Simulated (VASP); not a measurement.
CdF₂ (fluorite), at 0.96 of the tabulated volume:

```
CdF2
1.0
    0.00000     2.65858     2.65858
    2.65858     0.00000     2.65858
    2.65858     2.65858     0.00000
Cd F
1 2
Direct
  0.00000   0.00000   0.00000
  0.25000   0.25000   0.25000
  0.75000   0.75000   0.75000
```

The lowest empty band near Γ, direction [100], from mBJ (TB09) with spin-orbit coupling in VASP (PAW); its two spin partners are averaged. The gap over the points computed is 6.73 eV, and the next band on that side lies 9.61 eV away at the edge.

Settings: 520 eV cut-off, 8×8×8 Γ-centred mesh, Gaussian smearing of 0.050 eV, potentials Cd F.

```json
[
 {"distance from the edge in k (1/Å)": "0.025", "distance in energy (meV)": "4.4"},
 {"distance from the edge in k (1/Å)": "0.035", "distance in energy (meV)": "8.7"},
 {"distance from the edge in k (1/Å)": "0.050", "distance in energy (meV)": "17.7"},
 {"distance from the edge in k (1/Å)": "0.070", "distance in energy (meV)": "34.7"}
]
```

Question: Fit E(1 + αE) = ħ²k²/2m* (ħ²/2m0 = 3.810 eV Å²) and predict the row at 0.095 1/Å.

Answer: The rows don't resolve α, so a parabola serves: the electron mass is m* = 0.538 m0, and so 63.9 meV. The run gave 63.6 meV, -0.3 meV from the fit.

Left out are points under 3 meV from the edge, since the levels carry 0.1 meV, and points farther than half the way to the next band.

The compound is CdF2 in the fluorite structure. The cell was not relaxed at this level.
